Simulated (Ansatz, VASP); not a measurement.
# Si2Mo: VASP beside Ansatz

Aim: how closely do two programs agree when they are given the same cell, functional and k mesh? The cell is taken from a series of runs on this material, whose earlier steps may have relaxed, scaled, displaced or heated it; both programs get it as it stands.

Method: plane waves, with VASP 6.6.1 beside it; zone-centre phonons at PBEsol, in Ansatz 0.2.0.

## (1) The starting structure

It takes space group I4/mmm (No. 139, tetragonal). Conventional cell: a = 3.286 Å, b = 3.286 Å, c = 7.746 Å, α = 90.00°, β = 90.00°, γ = 90.00°. Si has 5 Si at 2.55 to 2.67 Å and 5 Mo at 2.60 to 2.65 Å nearest. Nearest to Mo lie 10 Si at 2.60 to 2.65 Å. Farther neighbours are not listed.

## (2) VASP: zone-centre phonons, PBEsol

Second derivatives magnify differences that forces hide, and they need a tight electronic threshold.

Lines of VASP's logs that name or quote its potential files are left out, and so is its time.

Contents of INCAR:

```
SYSTEM = Si2Mo
PREC = Accurate
ENCUT = 500
EDIFF = 1E-08
NELM = 120
ISMEAR = 1
SIGMA = 0.2
LREAL = .FALSE.
ALGO = Normal
GGA = PS
NBANDS = 17
LASPH = .TRUE.
LORBIT = 11
LWAVE = .FALSE.
LCHARG = .FALSE.
ISIF = 2
IBRION = 8
GGA_COMPAT = .FALSE.
KPAR = 2
```

Contents of POSCAR:

```
Si2Mo
1.0
   -1.6431048662      1.6431048662      3.8727853291
    1.6431048662     -1.6431048662      3.8727853291
    1.6431048662      1.6431048662     -3.8727853291
Si Mo
2 1
Direct
    0.3354384699      0.3354384699      0.0000000000
    0.6645615301      0.6645615301      0.0000000000
    0.0000000000      0.0000000000      0.0000000000
```

Contents of KPOINTS:

```
Automatic mesh
0
Gamma
20 20 20
0 0 0
```

Potentials, in the order of the species: Si and Mo_sv (PBE family, release 64).

Run with:

```
$ mpirun -np 2 vasp_std
```

Numbers of over 12 decimals in the logs are rounded to 6 here.

The program printed:

```text
[banner, memory and clock lines left out]
running    2 mpi-ranks, on    1 nodes
 distrk:  each k-point on    1 cores,    2 groups
 distr:  one band on    1 cores,    1 groups

 POSCAR found type information on POSCAR SiMo
 POSCAR found :  2 types and       3 ions
|                                                                             |
|               ----> ADVICE to this user running VASP <----                  |
|                                                                             |
|     You enforced a specific xc type in the INCAR file but a different       |
|     [... a line on the potential file left out ...]
|     I HOPE YOU KNOW WHAT YOU ARE DOING!                                     |
|                                                                             |

 LDA part: xc-table for (Slater+PW92), standard interpolation
 POSCAR, INCAR and KPOINTS ok, starting setup
 FFT: planning ... GRIDC
 FFT: planning ... GRID_SOFT
 FFT: planning ... GRID
 WAVECAR not read
 entering main loop
       N       E                     dE             d eps       ncg     rms          rms(c)
DAV:   1     0.115641873372E+03    0.11564E+03   -0.11070E+04 21810   0.119E+03
DAV:   2    -0.231774403897E+02   -0.13882E+03   -0.13636E+03 26980   0.302E+02
DAV:   3    -0.259930883703E+02   -0.28156E+01   -0.27878E+01 27195   0.389E+01
DAV:   4    -0.260081450669E+02   -0.15057E-01   -0.15045E-01 27054   0.319E+00
DAV:   5    -0.260082493365E+02   -0.10427E-03   -0.10426E-03 27298   0.266E-01    0.208E+01
DAV:   6    -0.251706128837E+02    0.83764E+00   -0.71446E+00 23550   0.172E+01    0.432E+00
DAV:   7    -0.250210602166E+02    0.14955E+00   -0.10351E+00 23079   0.625E+00    0.419E+00
DAV:   8    -0.249796227522E+02    0.41437E-01   -0.11337E-01 23650   0.250E+00    0.403E-01
DAV:   9    -0.249787279502E+02    0.89480E-03   -0.21332E-03 28306   0.370E-01    0.249E-01
DAV:  10    -0.249786307065E+02    0.97244E-04   -0.57051E-04 23963   0.217E-01    0.620E-02
DAV:  11    -0.249786131321E+02    0.17574E-04   -0.24298E-04 23617   0.120E-01    0.462E-02
DAV:  12    -0.249786078574E+02    0.52747E-05   -0.25007E-05 23584   0.352E-02    0.964E-03
DAV:  13    -0.249786076655E+02    0.19186E-06   -0.75572E-07 26883   0.529E-03    0.138E-03
DAV:  14    -0.249786075692E+02    0.96275E-07   -0.57794E-08 25497   0.147E-03    0.857E-04
DAV:  15    -0.249786075478E+02    0.21442E-07   -0.11395E-09 11932   0.247E-04    0.578E-04
DAV:  16    -0.249786075500E+02   -0.21682E-08   -0.24514E-10 11677   0.111E-04
   1 F= -.24978608E+02 E0= -.24979018E+02  d E =0.123063E-02
 Linear response reoptimize wavefunctions to high precision
DAV:   1    -0.249786075498E+02    0.13051E-09   -0.59838E-11 11920   0.500E-05
DAV:   2    -0.249786075498E+02    0.40927E-11   -0.51063E-12 11555   0.168E-05
 Linear response DOF=           4
 Linear response progress:
  Degree of freedom:   1/  4
       N       E                     dE             d eps       ncg     rms          rms(c)
RMM:   1    -0.206743412624E-01   -0.20674E-01   -0.13895E-02178305   0.858E-01
RMM:   2    -0.164001412928E-01    0.42742E-02   -0.13698E-03114570   0.224E-01    0.835E-02
RMM:   3    -0.164775767568E-01   -0.77435E-04   -0.16042E-04115223   0.611E-02    0.449E-02
RMM:   4    -0.166160466002E-01   -0.13847E-03   -0.10281E-04119527   0.453E-02    0.967E-03
RMM:   5    -0.165980387841E-01    0.18008E-04    0.63272E-06121340   0.120E-02    0.170E-03
RMM:   6    -0.166012900113E-01   -0.32512E-05   -0.81877E-07122614   0.249E-03    0.614E-04
RMM:   7    -0.165993332512E-01    0.19568E-05    0.29867E-08128037   0.754E-04    0.140E-04
RMM:   8    -0.165999076206E-01   -0.57437E-06   -0.87385E-08129198   0.189E-04    0.433E-05
RMM:   9    -0.165999464583E-01   -0.38838E-07    0.23478E-08126426   0.541E-05    0.164E-05
RMM:  10    -0.165999600865E-01   -0.13628E-07    0.15077E-08128235   0.266E-05    0.469E-06
RMM:  11    -0.165999788147E-01   -0.18728E-07   -0.41534E-09126402   0.184E-05    0.113E-06
RMM:  12    -0.165999773774E-01    0.14373E-08    0.17987E-09121768   0.119E-05    0.325E-07
 first order change of Fermi-energy   0.22670E-04
 force on displaced ion       1 direction 1 :  -6.352  -0.000   0.000
 Linear response progress:
  Degree of freedom:   2/  4
       N       E                     dE             d eps       ncg     rms          rms(c)
RMM:   1    -0.286556798131E-01   -0.28656E-01   -0.58456E-03 53782   0.108E+00
RMM:   2    -0.216367914881E-01    0.70189E-02   -0.22582E-03 36437   0.283E-01    0.127E-01
RMM:   3    -0.216559875148E-01   -0.19196E-04   -0.38334E-04 34315   0.943E-02    0.786E-02
RMM:   4    -0.217366815572E-01   -0.80694E-04   -0.83433E-05 35100   0.534E-02    0.258E-02
RMM:   5    -0.217628957815E-01   -0.26214E-04   -0.13033E-05 35163   0.208E-02    0.129E-02
RMM:   6    -0.217619527492E-01    0.94303E-06   -0.20694E-06 38346   0.960E-03    0.232E-03
RMM:   7    -0.217633891254E-01   -0.14364E-05    0.61697E-08 36268   0.235E-03    0.653E-04
RMM:   8    -0.217615669476E-01    0.18222E-05   -0.19199E-07 36706   0.896E-04    0.275E-04
RMM:   9    -0.217622418734E-01   -0.67493E-06    0.29455E-08 37892   0.268E-04    0.419E-05
RMM:  10    -0.217623142368E-01   -0.72363E-07    0.74391E-09 40332   0.105E-04    0.206E-05
RMM:  11    -0.217623240734E-01   -0.98366E-08    0.55176E-09 38930   0.297E-05    0.284E-06
 first order change of Fermi-energy  -0.52628E+00
 force on displaced ion       1 direction 3 :   0.000   0.000 -13.174
 Linear response progress:
  Degree of freedom:   3/  4
       N       E                     dE             d eps       ncg     rms          rms(c)
RMM:   1    -0.787611633855E+00   -0.78761E+00    0.41388E+00 42774   0.218E+01
RMM:   2    -0.589537498837E+00    0.19807E+00   -0.28762E-01 60395   0.369E+00    0.156E-01
RMM:   3    -0.589247954844E+00    0.28954E-03   -0.44424E-03 77493   0.478E-01    0.870E-02
RMM:   4    -0.588324572129E+00    0.92338E-03   -0.39135E-04 83824   0.144E-01    0.240E-02
RMM:   5    -0.588197727262E+00    0.12684E-03   -0.42827E-05 91141   0.393E-02    0.911E-03
RMM:   6    -0.588207433097E+00   -0.97058E-05   -0.61851E-06 81682   0.132E-02    0.119E-03
RMM:   7    -0.588209027695E+00   -0.15946E-05   -0.12327E-06 92157   0.457E-03    0.579E-04
RMM:   8    -0.588212402073E+00   -0.33744E-05   -0.20998E-07 86559   0.159E-03    0.280E-04
RMM:   9    -0.588217168111E+00   -0.47660E-05   -0.87315E-08 83818   0.866E-04    0.308E-05
RMM:  10    -0.588217016236E+00    0.15188E-06   -0.37459E-08 90916   0.394E-04    0.175E-05
RMM:  11    -0.588217289261E+00   -0.27303E-06   -0.10804E-08 89306   0.224E-04    0.764E-06
RMM:  12    -0.588217471974E+00   -0.18271E-06   -0.90261E-09 89615   0.134E-04    0.291E-06
RMM:  13    -0.588217422567E+00    0.49407E-07   -0.88748E-09 84258   0.888E-05    0.222E-06
RMM:  14    -0.588217440240E+00   -0.17673E-07   -0.43456E-09 86431   0.659E-05    0.214E-06
RMM:  15    -0.588217448098E+00   -0.78588E-08   -0.88892E-09 72789   0.546E-05    0.226E-06
 first order change of Fermi-energy  -0.11968E-02
 force on displaced ion       3 direction 1 :  -7.500  -0.000  -0.000
 Linear response progress:
  Degree of freedom:   4/  4
       N       E                     dE             d eps       ncg     rms          rms(c)
RMM:   1    -0.814287220537E+00   -0.81429E+00    0.47774E+00 23139   0.226E+01
RMM:   2    -0.619910315951E+00    0.19438E+00   -0.29754E-01 33160   0.374E+00    0.177E-01
RMM:   3    -0.619022710871E+00    0.88761E-03   -0.45458E-03 41799   0.504E-01    0.909E-02
RMM:   4    -0.617682304960E+00    0.13404E-02   -0.58531E-04 43902   0.176E-01    0.258E-02
RMM:   5    -0.617500643897E+00    0.18166E-03   -0.64375E-05 49604   0.477E-02    0.135E-02
RMM:   6    -0.617416424456E+00    0.84219E-04   -0.78525E-06 48550   0.148E-02    0.351E-03
RMM:   7    -0.617420772937E+00   -0.43485E-05   -0.14860E-06 45926   0.624E-03    0.628E-04
RMM:   8    -0.617424298912E+00   -0.35260E-05   -0.12981E-07 49888   0.208E-03    0.374E-04
RMM:   9    -0.617427025998E+00   -0.27271E-05    0.43078E-09 47701   0.884E-04    0.206E-04
RMM:  10    -0.617429676431E+00   -0.26504E-05    0.54717E-08 45602   0.524E-04    0.236E-05
RMM:  11    -0.617429370389E+00    0.30604E-06    0.32291E-08 48050   0.255E-04    0.101E-05
RMM:  12    -0.617429258664E+00    0.11173E-06    0.49306E-09 49726   0.143E-04    0.579E-06
RMM:  13    -0.617429299184E+00   -0.40520E-07    0.88475E-09 48701   0.974E-05    0.357E-06
RMM:  14    -0.617429381291E+00   -0.82106E-07   -0.28869E-09 47348   0.747E-05    0.123E-06
RMM:  15    -0.617429426739E+00   -0.45449E-07   -0.36138E-09 48958   0.627E-05    0.571E-07
RMM:  16    -0.617429427748E+00   -0.10083E-08   -0.50242E-09 46342   0.538E-05    0.394E-07
 first order change of Fermi-energy   0.49445E-03
 force on displaced ion       3 direction 3 :   0.000   0.000 -12.662
 Linear response finished
```

From OUTCAR (step 2):

```text
ion  position               nearest neighbor table
   1  0.335  0.335  0.000-   2 2.55   3 2.60   3 2.65   3 2.65   3 2.65   3 2.65   2 2.67   2 2.67
                             2 2.67   2 2.67
   2  0.665  0.665  0.000-   1 2.55   3 2.60   3 2.65   3 2.65   3 2.65   3 2.65   1 2.67   1 2.67
                             1 2.67   1 2.67
   3  0.000  0.000  0.000-   1 2.60   2 2.60   2 2.65   1 2.65   2 2.65   2 2.65   2 2.65   1 2.65
                             1 2.65   1 2.65

  LATTYP: Found a body centered tetragonal cell.
 ALAT       =     3.2862097324
 C/A-ratio  =     2.3569921852

 Subroutine GETGRP returns: Found 16 space group operations
 (whereof 16 operations were pure point group operations)

The static configuration has the point symmetry D_4h.

 Found    641 irreducible k-points:

   k-points           NKPTS =    641   k-points in BZ     NKDIM =    641   number of bands    NBANDS=     17

   dimension x,y,z NGX =    36 NGY =   36 NGZ =   36
   dimension x,y,z NGXF=    72 NGYF=   72 NGZF=   72

   ENCUT  =  500.0 eV  36.75 Ry    6.06 a.u.   8.23  8.23  8.23*2*pi/ulx,y,z

   NELECT =      22.0000    total number of electrons

 k-points in reciprocal lattice and weights: Automatic mesh
   0.00000000  0.00000000  0.00000000       0.000
   0.05000000  0.00000000 -0.00000000       0.001
   0.10000000  0.00000000  0.00000000       0.001
   0.15000000  0.00000000  0.00000000       0.001
   0.20000000  0.00000000  0.00000000       0.001
   0.25000000  0.00000000  0.00000000       0.001
   0.30000000  0.00000000  0.00000000       0.001
   0.35000000  0.00000000 -0.00000000       0.001
   0.40000000  0.00000000 -0.00000000       0.001
[...]
-0.45000000 -0.45000000  0.45000000       0.000
   0.50000000  0.50000000  0.50000000       0.000

 average (electrostatic) potential at core
       1 -77.8247       2 -77.8247       3 -69.6314

  Total       -3.4020663     -3.4020663      0.0801574      0.0000000      0.0000000     -0.0000000
  in kB     -130.3284944   -130.3284944      3.0707186      0.0000000      0.0000000     -0.0000000
  external PRESSURE =     -85.8620901 kB  Pullay stress =       0.0000000 kB

  energy-cutoff  :      500.00
  volume of cell :       41.82
      direct lattice vectors                 reciprocal lattice vectors
    -1.643104866  1.643104866  3.872785329     0.000000000  0.304301941  0.129106046
     1.643104866 -1.643104866  3.872785329     0.304301941  0.000000000  0.129106046
     1.643104866  1.643104866 -3.872785329     0.304301941  0.304301941  0.000000000

 POSITION                                       TOTAL-FORCE (eV/Angst)
 -----------------------------------------------------------------------------------
      0.00000      0.00000      2.59816        -0.000000     -0.000000     -0.002075
      0.00000      0.00000      5.14741         0.000000      0.000000      0.002075
      0.00000      0.00000      0.00000        -0.000000     -0.000000      0.000000
 -----------------------------------------------------------------------------------
    total drift:                                0.000000      0.000000      0.000000

 Eigenvectors and eigenvalues of the dynamical matrix
 ----------------------------------------------------

   1 f  =   13.198987 THz    82.931684 2PiTHz  440.270830 cm-1    54.586601 meV
             X         Y         Z           dx          dy          dz
      0.000000  0.000000  2.598162     0.000000   -0.000000    0.707107
      0.000000  0.000000  5.147408     0.000000   -0.000000   -0.707107
      0.000000  0.000000  0.000000     0.000000    0.000000    0.000000

   2 f  =    9.344750 THz    58.714797 2PiTHz  311.707314 cm-1    38.646764 meV
             X         Y         Z           dx          dy          dz
      0.000000  0.000000  2.598162    -0.000000   -0.000000   -0.561529
      0.000000  0.000000  5.147408    -0.000000   -0.000000   -0.561529
      0.000000  0.000000  0.000000     0.000000    0.000000    0.607759

   3 f  =    8.828684 THz    55.472257 2PiTHz  294.493195 cm-1    36.512486 meV
             X         Y         Z           dx          dy          dz
      0.000000  0.000000  2.598162     0.625835   -0.329135    0.000000
      0.000000  0.000000  5.147408    -0.625835    0.329135   -0.000000
      0.000000  0.000000  0.000000    -0.000000    0.000000    0.000000

   4 f  =    8.828684 THz    55.472257 2PiTHz  294.493195 cm-1    36.512486 meV
             X         Y         Z           dx          dy          dz
      0.000000  0.000000  2.598162     0.329135    0.625835    0.000000
      0.000000  0.000000  5.147408    -0.329135   -0.625835   -0.000000
      0.000000  0.000000  0.000000     0.000000   -0.000000    0.000000

   5 f  =    7.191419 THz    45.185021 2PiTHz  239.879932 cm-1    29.741308 meV
             X         Y         Z           dx          dy          dz
      0.000000  0.000000  2.598162    -0.495505   -0.264120   -0.000000
      0.000000  0.000000  5.147408    -0.495505   -0.264120   -0.000000
      0.000000  0.000000  0.000000     0.536369    0.285901   -0.000000

   6 f  =    7.191419 THz    45.185021 2PiTHz  239.879932 cm-1    29.741308 meV
             X         Y         Z           dx          dy          dz
      0.000000  0.000000  2.598162    -0.264120    0.495505    0.000000
      0.000000  0.000000  5.147408    -0.264120    0.495505    0.000000
      0.000000  0.000000  0.000000     0.285901   -0.536369    0.000000

   7 f/i=    0.000953 THz     0.005991 2PiTHz    0.031804 cm-1     0.003943 meV
             X         Y         Z           dx          dy          dz
      0.000000  0.000000  2.598162     0.000000   -0.000000    0.429750
      0.000000  0.000000  5.147408     0.000000   -0.000000    0.429750
      0.000000  0.000000  0.000000     0.000000   -0.000000    0.794122

   8 f/i=    0.001182 THz     0.007424 2PiTHz    0.039413 cm-1     0.004887 meV
             X         Y         Z           dx          dy          dz
      0.000000  0.000000  2.598162     0.139148   -0.406636   -0.000000
      0.000000  0.000000  5.147408     0.139148   -0.406636   -0.000000
      0.000000  0.000000  0.000000     0.257094   -0.751313   -0.000000

   9 f/i=    0.001182 THz     0.007424 2PiTHz    0.039413 cm-1     0.004887 meV
             X         Y         Z           dx          dy          dz
      0.000000  0.000000  2.598162    -0.406636   -0.139148   -0.000000
      0.000000  0.000000  5.147408    -0.406636   -0.139148   -0.000000
      0.000000  0.000000  0.000000    -0.751313   -0.257094   -0.000000

 ELASTIC MODULI CONTR FROM IONIC RELAXATION (kBar)
 Direction    XX          YY          ZZ          XY          YZ          ZX
 --------------------------------------------------------------------------------
 XX          -5.9507     -5.9507    -15.7056      0.0000     -0.0000     -0.0000
 YY          -5.9507     -5.9507    -15.7056      0.0000     -0.0000     -0.0000
 ZZ         -15.7056    -15.7056    -41.4516      0.0000     -0.0000     -0.0000
 XY           0.0000      0.0000      0.0000      0.0000      0.0000      0.0000
 YZ          -0.0000     -0.0000     -0.0000      0.0000    -16.0727     -0.0000
 ZX          -0.0000     -0.0000     -0.0000      0.0000     -0.0000     -3.0640
 --------------------------------------------------------------------------------
```

(Part 1 of 2 ends here.)

[Lines on the potential files, build, host, timing and source positions are cut from VASP's logs without a mark.]

[Logs are printed without paths, hosts, clocks, repeated set-up lines and the standing remarks that a program may print on its own settings, such as how far it seeks lower states.]

[Hosts, paths, dates, database ids (printed as entryN), source tags and the programs' standing remarks are cut or masked in the printed files.]
